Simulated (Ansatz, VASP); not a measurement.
# Cross-check of HfGe between VASP and Ansatz

One calculation is typed for both programs; each brings its own data sets and cutoff. How far apart do they land? The cell is invented: As first built, before any earlier steps moved the atoms (in the runner's words): it takes the HfTi structure with some of its atoms replaced by other elements, volume scaled by an estimate. It may not be a known or stable phase. The cell is taken from a series of VASP runs on this material, whose earlier steps may have relaxed, scaled or displaced it; both programs get it as it stands.

Program: Ansatz 0.2.0. Level of theory: plane waves, with VASP 6.6.1 beside it; single point at PBEsol. Results are calculated unless marked as measured.

## 1. Starting point

It takes space group P-6m2 (No. 187, hexagonal). The conventional cell has a = 3.084 Å, b = 3.084 Å, c = 4.459 Å, α = 90.00°, β = 90.00°, γ = 120.00°. Nearest to Hf lie 6 Ge at 2.85 Å and 6 Hf at 3.08 Å. Ge has 6 Hf at 2.85 Å and 6 Ge at 3.08 Å nearest. As first built, before any earlier steps moved the atoms (in the runner's words): sites of the HfTi structure (space group 187) filled with other elements, volume scaled by an estimate. Farther neighbours are not listed.

Coordinates:

```xyz
2
Lattice="3.0838 0.0000 0.0000 -1.5419 2.6706 0.0000 0.0000 0.0000 4.4587" Properties=species:S:1:pos:R:3 pbc="T T T"
Hf    0.0000    1.7804    0.0000
Ge    0.0000    0.0000    2.2293
```

## 2. VASP: single point, PBEsol

A single point gives forces, pressure and levels at one fixed geometry, so differences don't come from the geometry; what else differs is listed under the comparison.

Lines of VASP's logs that name or quote its potential files are left out, and so is its time.

Input file INCAR:

```
SYSTEM = HfGe
PREC = Accurate
ENCUT = 410
EDIFF = 1E-06
NELM = 100
ISMEAR = -1
SIGMA = 0.05
LREAL = .FALSE.
ALGO = Normal
GGA = PS
NBANDS = 18
LORBIT = 11
LWAVE = .FALSE.
LCHARG = .TRUE.
ISIF = 2
LELF = .TRUE.
LVHAR = .TRUE.
```

Input file POSCAR:

```
HfGe
1.0
    3.0837848200      0.0000000000      0.0000000000
   -1.5418924100      2.6706360000      0.0000000000
    0.0000000000      0.0000000000      4.4586799500
Hf Ge
1 1
Direct
    0.3333333330      0.6666666670      0.0000000000
    0.0000000000      0.0000000000      0.5000000000
```

Input file KPOINTS:

```
Automatic mesh
0
Gamma
10 10 6
0 0 0
```

Potentials, in the order of the species: Hf_pv and Ge_d (PBE family, release 64).

Launch:

```
$ mpirun -np 1 vasp_std
```

Numbers of over 12 decimals in the logs are rounded to 6 here.

Output:

```text
[banner, memory and clock lines left out]
running    1 mpi-ranks, on    1 nodes
 distrk:  each k-point on    1 cores,    1 groups
 distr:  one band on    1 cores,    1 groups

 POSCAR found type information on POSCAR HfGe
 POSCAR found :  2 types and       2 ions
|                                                                             |
|               ----> ADVICE to this user running VASP <----                  |
|                                                                             |
|     You enforced a specific xc type in the INCAR file but a different       |
|     [... a line on the potential file left out ...]
|     I HOPE YOU KNOW WHAT YOU ARE DOING!                                     |
|                                                                             |

 LDA part: xc-table for (Slater+PW92), standard interpolation
 POSCAR, INCAR and KPOINTS ok, starting setup
 FFT: planning ... GRIDC
 FFT: planning ... GRID_SOFT
 FFT: planning ... GRID
 WAVECAR not read
 entering main loop
       N       E                     dE             d eps       ncg     rms          rms(c)
DAV:   1     0.120548272503E+03    0.12055E+03   -0.11483E+04  2204   0.260E+03
DAV:   2    -0.555407851826E+01   -0.12610E+03   -0.12291E+03  2116   0.444E+02
DAV:   3    -0.166005461695E+02   -0.11046E+02   -0.10944E+02  2528   0.919E+01
DAV:   4    -0.168184773913E+02   -0.21793E+00   -0.21759E+00  2468   0.134E+01
DAV:   5    -0.168214158943E+02   -0.29385E-02   -0.29381E-02  2436   0.169E+00    0.494E+01
DAV:   6    -0.164579691672E+02    0.36345E+00   -0.43657E-01  2200   0.464E+00    0.305E+01
DAV:   7    -0.163506140110E+02    0.10736E+00   -0.47527E-01  2274   0.634E+00    0.168E+00
DAV:   8    -0.163422945275E+02    0.83195E-02   -0.41238E-02  2316   0.188E+00    0.120E+00
DAV:   9    -0.163419324849E+02    0.36204E-03   -0.51696E-03  2604   0.722E-01    0.843E-01
DAV:  10    -0.163418017359E+02    0.13075E-03   -0.52744E-04  2572   0.227E-01    0.179E-01
DAV:  11    -0.163418036547E+02   -0.19188E-05   -0.15413E-05  2336   0.325E-02    0.626E-02
DAV:  12    -0.163418043138E+02   -0.65905E-06   -0.24004E-06  1704   0.152E-02
   1 F= -.16341804E+02 E0= -.16336718E+02  d E =-.101731E-01
```

Parts of OUTCAR (step 2):

```text
ion  position               nearest neighbor table
   1  0.333  0.667  0.000-   2 2.85   2 2.85   2 2.85   2 2.85   2 2.85   2 2.85
   2  0.000  0.000  0.500-   1 2.85   1 2.85   1 2.85   1 2.85   1 2.85   1 2.85

  LATTYP: Found a hexagonal cell.
 ALAT       =     3.0837848200
 C/A-ratio  =     1.4458466496

 Subroutine GETGRP returns: Found 12 space group operations
 (whereof 12 operations were pure point group operations)

The static configuration has the point symmetry D_3h.

 Found     56 irreducible k-points:

   k-points           NKPTS =     56   k-points in BZ     NKDIM =     56   number of bands    NBANDS=     18

   dimension x,y,z NGX =    20 NGY =   20 NGZ =   30
   dimension x,y,z NGXF=    40 NGYF=   40 NGZF=   60

   ENCUT  =  410.0 eV  30.13 Ry    5.49 a.u.   5.09  5.09  7.36*2*pi/ulx,y,z

   NELECT =      24.0000    total number of electrons

 k-points in reciprocal lattice and weights: Automatic mesh
   0.00000000  0.00000000  0.00000000       0.002
   0.10000000  0.00000000  0.00000000       0.010
   0.20000000  0.00000000  0.00000000       0.010
   0.30000000  0.00000000  0.00000000       0.010
   0.40000000  0.00000000  0.00000000       0.010
   0.50000000  0.00000000  0.00000000       0.005
   0.10000000  0.10000000  0.00000000       0.010
   0.20000000  0.10000000  0.00000000       0.020
   0.30000000  0.10000000  0.00000000       0.020
[...]
0.40000000  0.20000000  0.50000000       0.010
   0.30000000  0.30000000  0.50000000       0.010

 average (electrostatic) potential at core
       1 -35.2298       2 -72.2609

 E-fermi :   6.4030

 k-point     1 :       0.0000    0.0000    0.0000
  band No.  band energies     occupation
    ...
      7     -17.8132      2.00000
      8     -17.8132      2.00000
      9      -5.4201      2.00000
     10       2.9892      2.00000
     11       4.1437      2.00000
     12       7.8057      0.00000
     13       7.8057      0.00000
     14      10.7187      0.00000
     15      10.7187      0.00000
     16      12.2963      0.00000
    ...

 k-point     2 :       0.1000    0.0000    0.0000
  band No.  band energies     occupation
    ...
      7     -17.8141      2.00000
      8     -17.8127      2.00000
      9      -5.1917      2.00000
     10       3.3281      2.00000
     11       4.0677      2.00000
     12       7.2637      0.00000
     13       8.0772      0.00000
     14      10.5711      0.00000
     15      10.7693      0.00000
     16      11.5734      0.00000
    ...

 k-point     3 :       0.2000    0.0000    0.0000
  band No.  band energies     occupation
    ...
      8     -17.8006      2.00000
      9      -4.5258      2.00000
     10       3.8774      2.00000
     11       4.1808      2.00000
     12       6.0473      1.99837
     13       8.8047      0.00000
     14       9.7301      0.00000
     15      10.2150      0.00000
     16      10.8537      0.00000
     17      12.5720      0.00000
    ...

  Total        0.0073566      0.0073566      0.0156113      0.0000000      0.0000000      0.0000000
  in kB        0.3209827      0.3209827      0.6811510      0.0000000      0.0000000      0.0000000
  external PRESSURE =       0.4410388 kB  Pullay stress =       0.0000000 kB

  energy-cutoff  :      410.00
  volume of cell :       36.72
      direct lattice vectors                 reciprocal lattice vectors
     3.083784820  0.000000000  0.000000000     0.324276841  0.187221321  0.000000000
    -1.541892410  2.670636000  0.000000000     0.000000000  0.374442642  0.000000000
     0.000000000  0.000000000  4.458679950     0.000000000  0.000000000  0.224281628

 POSITION                                       TOTAL-FORCE (eV/Angst)
 -----------------------------------------------------------------------------------
     -0.00000      1.78042      0.00000         0.000000      0.000000      0.000000
      0.00000      0.00000      2.22934         0.000000      0.000000      0.000000
 -----------------------------------------------------------------------------------
    total drift:                                0.000001     -0.000000     -0.000000

  FREE ENERGIE OF THE ION-ELECTRON SYSTEM (eV)
  ---------------------------------------------------
  free  energy   TOTEN  =       -16.3418043138 eV

  energy  without entropy=      -16.3316312145  energy(sigma->0) =      -16.33671776

 total charge
# of ion       s       p       d       tot
------------------------------------------
    1        0.341   6.448   1.678   8.467
    2        1.164   1.168  10.035  12.367
--------------------------------------------------
tot          1.505   7.615  11.713  20.833

[... 3 further parts left out ...]
```

Harder data sets than Hf_pv exist (the GW ones), and pressures, volumes and forces can shift noticeably with them.

## 3. Ansatz: single point, PBEsol

Ansatz runs on its default PAW (the set named soft_2) files.

The same cell, functional, mesh and smearing now go to Ansatz, which takes its cutoff from its data sets.

Input file input.yaml:

```yaml
crystal:
  lattice:
    - [3.08378482, 0.0, 0.0]
    - [-1.54189241, 2.670636, 0.0]
    - [0.0, 0.0, 4.45867995]
  atoms:
    - { symbol: Hf, position: [0.333333333, 0.666666667, 0.0] }
    - { symbol: Ge, position: [0.0, 0.0, 0.5] }
hamiltonian:
  xc: pbesol
  pseudopotentials: { kind: paw }
kpoints:
  mp_grid: { grid: [10, 10, 6] }
scf:
  occupations: { method: fermi_dirac, width: 0.05 }
  n_extra_bands: 4
output:
  forces: true
  stress: true
  eigenvalues: true
```

Launch:

```
$ ansatz run input.yaml --threads 2 --pin off --max-ram 4608MiB --backend cpu --events-out ev --progress --plain --runs-dir out
```

Output:

```text
scf.n_extra_bands = 4 over 20 filled bands (N_el = 40.0): the run solves 24 bands
Engine: ansatz 0.2.0, aarch64-unknown-linux-gnu
Pseudopotentials: kind: paw
Pseudopotential: Hf, paw, valence charge 26, recommended cutoff 420 eV (normal), Hf.paw.azcp
Pseudopotential: Ge, paw, valence charge 14, recommended cutoff 420 eV (normal), Ge.paw.azcp
Functional definition: PBEsol
  exchange = pbesol_x
  correlation = pbesol_c
Crystal: 2 atoms, lattice volume = 36.720 Å³
Basis set: ecut = 420 eV, 699 PW (Γ), exchange–correlation on 48×48×60 points (8 copies of the dense FFT grid, shifted against one another)
Bands: 24, of which v1, the nominal top of the filled ones, is band 20 counted from 1 (19 counted from 0)
Symmetry: 12 space group operations
Space group: P-6m2 (ITA 187), of the structure as read, at distance tolerance 3.3e-5 Å
k-points: 56 of 600 (time reversal used)
Non-local potential: Hf, projectors of the file, l = 0: 3, l = 1: 2, l = 2: 2, l = 3: 3
Non-local potential: Ge, projectors of the file, l = 0: 2, l = 1: 2, l = 2: 3, l = 3: 1
PAW form: soft (Blöchl's): semilocal exchange-correlation on the pseudo side does not see the compensation charge
PAW frozen core: Hf, regenerated for the run's functional, and the local potential with it (the file was generated under x = pbe(κ = 0.804, μ = 0.219515), c = pbe(β = 0.066725))
PAW frozen core: Ge, regenerated for the run's functional, and the local potential with it (the file was generated under x = pbe(κ = 0.804, μ = 0.219515), c = pbe(β = 0.066725))
PAW one-centre angular grid: Hf, 590 points (default); XC on 64 Gauss nodes
PAW one-centre angular grid: Ge, 590 points (default); XC on 64 Gauss nodes
Initial density: superposition of atomic densities (neutral atoms: chi_scale 0, normalization atom), corrected by the library's trained network
Initial wavefunctions: pseudopotential atomic-orbital guess
Functional: x = pbesol(κ = 0.804, μ = 0.123457), c = pbesol(β = 0.046)
SCF iter   1: F=—  HF=-19852.426247 eV  |F-HF|=—  |Δ(HF+E_count)|=         —  Δρ=5.73e-3  dr2=2.42e-2  ethr=1.77e-3  ⟨swp⟩=4.4  Hψ=4853  notcnv=0
preconditioner: auto → Kerker (q_TF=auto, 2.767 Å⁻¹)  [metal: Δε(μ)=0.065 eV  Ē_g=19.313 eV  σ=0.050 eV  W_gap=0.30  n_scr=20 (ndim 8)  ℏωp=37.8 eV  f_vac=0.000  D(μ)=1.07/eV (n_scr^D=2)]
SCF iter   2: F=—  HF=-19852.422540 eV  |F-HF|=—  |Δ(HF+E_count)|=   3.71e-3  Δρ=3.46e-3  dr2=1.01e-2  ethr=6.06e-5  ⟨swp⟩=1.2  Hψ=1802  notcnv=0
SCF iter   3: F=—  HF=-19852.420140 eV  |F-HF|=—  |Δ(HF+E_count)|=   2.40e-3  Δρ=1.09e-3  dr2=6.25e-4  ethr=2.52e-5  ⟨swp⟩=2.2  Hψ=2189  notcnv=0
SCF iter   4: F=—  HF=-19852.419754 eV  |F-HF|=—  |Δ(HF+E_count)|=   3.86e-4  Δρ=4.40e-4  dr2=5.41e-5  ethr=1.56e-6  ⟨swp⟩=2.0  Hψ=2235  notcnv=0
SCF iter   5: F=—  HF=-19852.419745 eV  |F-HF|=—  |Δ(HF+E_count)|=   8.81e-6  Δρ=8.32e-5  dr2=3.00e-6  ethr=1.35e-7  ⟨swp⟩=2.8  Hψ=2418  notcnv=0
SCF iter   6: F=—  HF=-19852.419744 eV  |F-HF|=—  |Δ(HF+E_count)|=   1.03e-6  Δρ=5.40e-5  dr2=9.95e-7  ethr=7.50e-9  ⟨swp⟩=2.0  Hψ=2459  notcnv=0
SCF iter   7: F=—  HF=-19852.419744 eV  |F-HF|=—  |Δ(HF+E_count)|=   5.90e-7  Δρ=2.16e-5  dr2=1.61e-7  ethr=2.49e-9  ⟨swp⟩=2.1  Hψ=1983  notcnv=0
SCF iter   8: F=-19852.419744 eV  HF=-19852.419744 eV  |F-HF|=9.93e-9  |Δ(HF+E_count)|=   3.02e-8  Δρ=7.62e-6  dr2=2.36e-8  ethr=2.50e-10  ⟨swp⟩=4.2  Hψ=4838  notcnv=0
SCF 1 converged in 8 iterations: F = -19852.419744 eV  dr2 = 2.36e-8
  greatest PAW one-centre occupation: 0.998 electrons in one spin orbital (limit 2), on the Ge atom at site 1 (counted from 0), in its partial waves of l = 2
SCF converged after 8 iterations
Free energy (F): -19852.419744 eV
Harris-Foulkes:  -19852.419744 eV  (|F-HF|=9.93e-9)
Internal energy: -19852.409768 eV  (E = F + TS)
E sigma→0 (E₀):  -19852.414756 eV
Entropy (-TS):   -0.009976 eV (-4.988 meV/atom)
Fermi energy:    17.742453 eV
--- Per-component energies (eV) ---
  E_band       = -31.401269
  E_kinetic    = 538.232871
  E_local      = -7189.193800  (includes V_loc(G=0)·N_el)
  E_nonlocal   = -819.494279
  E_hartree    = 3331.961400
  E_xc         = -374.225986
  E_vxc        = -332.766237  (∫ρ·V_xc dr)
  E_paw        = -8785.460147  (= ΣΔE_a)
  E_vpaw       = 1107.903008  (= ΣTr[D̂ρ^β])
  E_aug_tail   = 0.000291  (compensation charges beyond the density's cutoff)
  E_ewald      = -6556.399146
  E_core_change = 2.169028  (= ΣΔE_core)
  E_smearing   = -0.009976  (= −TS)
  E_closure    = -0.000000  (closes the sum)
  Σ components = -19852.419744   (vs F -19852.419744, Δ=0.00e0)
--- Forces (eV/Å), atoms counted from 1 ---
  atom   1  Hf     0.00000000    -0.00000000     0.00000000
  atom   2  Ge     0.00000000     0.00000000     0.00000000
  max |Σ_I F_I| component: 1.02e-16 eV/Å
--- Stress (GPa, compression-positive) ---
        0.529527       0.000000       0.000000
        0.000000       0.529527       0.000000
        0.000000       0.000000       0.613822
  P = ⅓ Tr σ = 0.5576 GPa (5.576 kbar)
--- Band table (eV; the first three rows and the last of 56) ---
  k-point 0: bands = [... 16 lower, 6.2979, 14.3293, 15.4953, 19.1300, 19.1300, 22.0503, 22.0503, 23.6320]
  k-point 1: bands = [... 16 lower, 6.2979, 13.1257, 16.3460, 19.2016, 19.2016, 21.8059, 21.8059, 24.2572]
  k-point 2: bands = [... 16 lower, 6.7352, 11.5921, 17.0927, 19.3649, 19.3649, 21.3800, 21.3800, 25.3666]
  k-point 55: bands = [... 16 lower, 10.5296, 14.0269, 15.5827, 15.7259, 17.6590, 19.5157, 22.0583, 22.9537]
```

Wall time 2.8 s (2 threads of Arm Neoverse V1, shared host); peak memory 0.36 GiB.

Reading the cycles: dr2 is the Hartree energy of the density residual (eV), the measure of convergence; HF is the Harris–Foulkes estimate of the energy, which meets the free energy F at convergence.

The run ends at a pressure of 0.56 GPa.

## 4. Side by side

Known differences besides the potentials themselves: the data sets hold 40 valence electrons in Ansatz (default PAW (the set named soft_2) files) and 24 in VASP; the cutoff is 420 eV in Ansatz and 410 eV in VASP; Ansatz makes its cores anew for this functional, VASP keeps those of its PBE data sets; VASP leaves aspherical gradient terms in its spheres out (LASPH is not set), Ansatz keeps them. Total energies have different zeros and are not compared.

Both answers:

```
      quantity  Ansatz  VASP  difference
pressure (GPa)    0.56  0.04       +0.51
```

## 5. Results

```yaml
difference_in_pressure_single_point_pbesol: 0.51 GPa
```

In words: The difference in pressure is 0.51 GPa (single point, PBEsol), within the 1 GPa picked in this series as the mark of a large difference. How closely two codes agree says nothing of how well the functional describes the real material.

[Lines on the potential files, build, host, timing and source positions are cut from VASP's logs without a mark.]

[Logs are printed without paths, hosts, clocks, repeated set-up lines and the standing remarks that a program may print on its own settings, such as how far it seeks lower states.]

[Hosts, paths, dates, database ids (printed as entryN), source tags and the programs' standing remarks are cut or masked in the printed files.]
